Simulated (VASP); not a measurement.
A run of VASP 6.6.1:

Contents of INCAR:

```
  PREC = Accurate
  ENCUT = 520
  EDIFF = 1E-6
  ISMEAR = 0
  SIGMA = 0.05
  LREAL = F
  LASPH = T
  NELM = 100
  ALGO = Normal
  ISIF = 2
  LWAVE = F
  LCHARG = F
  LMAXMIX = 6
  LDAU = T
  LDAUTYPE = 2
  LDAUL = 3 -1
  LDAUU = 7 0
  LDAUJ = 0 0
  LDAUPRINT = 1
  GGA = PS
  NBANDS = 20
```

KPOINTS

```
regular mesh
0
Gamma
  7 7 6
```

File POSCAR:

```
HoO
1.0
    3.0640300800      0.0000000000      0.0000000000
   -1.5320150400      2.6535278900      0.0000000000
    0.0000000000      0.0000000000      2.9903415500
Ho O
1 1
Direct
    0.0000000000      0.0000000000      0.0000000000
    0.6666666667      0.3333333333      0.5000000000
```

Potentials or basis: VASP PAW PBE potentials, release 64 (Ho, O).

Launch:

```console
$ cat potpaw_PBE.64/Ho/POTCAR potpaw_PBE.64/O/POTCAR > POTCAR
$ mpirun -np 1 vasp_std > vasp.out
```

Hardware: 1 thread of AMD EPYC 7571, on a shared host.

Q: Estimate the wall time of this run.

A: Run time: 79 s on 1 thread of AMD EPYC 7571 (shared host), peak memory 0.12 GiB. Counts: scf iterations 27, k points 32.
